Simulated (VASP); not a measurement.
Consider the following.

```xyz
3
Lattice="0.0000 3.1391 3.1391 3.1391 0.0000 3.1391 3.1391 3.1391 0.0000" Properties=species:S:1:pos:R:3 pbc="T T T"
Ba     0.0000     0.0000     0.0000
F      1.5695     1.5695     1.5695
F      4.7086     4.7086     4.7086
```

Calculation: PW91 GGA, VASP's PBE PAW potentials (set 64) (plane waves; VASP). Numerical set-up: 520 eV cut-off, 7×7×7 Γ-centred mesh, tetrahedra with Blöchl corrections, potentials Ba_sv F.

Q: Predict the energy per atom (σ→0).

A: 
```json
{
 "energy per atom (σ→0)": "-5.773 eV/atom"
}
```

Only differences to runs with the same potentials and settings are physical.

The compound is BaF2 in the fluorite structure. It was relaxed first.
